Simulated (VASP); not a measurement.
```cif
data_InPd
_chemical_formula_sum 'In1 Pd1'
_space_group_name_H-M_alt 'P 1'
_space_group_IT_number 1
_cell_length_a 3.30895
_cell_length_b 3.30895
_cell_length_c 3.30895
_cell_angle_alpha 90.000
_cell_angle_beta 90.000
_cell_angle_gamma 90.000
loop_
_space_group_symop_operation_xyz
  'x, y, z'
loop_
_atom_site_label
_atom_site_type_symbol
_atom_site_fract_x
_atom_site_fract_y
_atom_site_fract_z
_atom_site_occupancy
In1 In 0.50000 0.50000 0.50000 1
Pd1 Pd 0.00000 0.00000 0.00000 1
```

All values below come from PW91 GGA, VASP's PBE PAW potentials (set 64) (plane waves; VASP). Settings: 520 eV cut-off, 11×11×11 Γ-centred mesh, first-order Methfessel-Paxton smearing of 0.10 eV, potentials In_d Pd.

Q: Give the energy at these volumes per atom, relative to the lowest: 17.09, 17.63, 18.18, 18.72, 19.27 Å³.

A: 23.0, 4.7, 0.0, 6.6, 22.6 meV/atom. A third-order Birch-Murnaghan fit gives B0 = 112 GPa and B0′ = 5.2.

The compound is PdIn in the CsCl type structure. It was relaxed first, which changed the volume by +6 %.
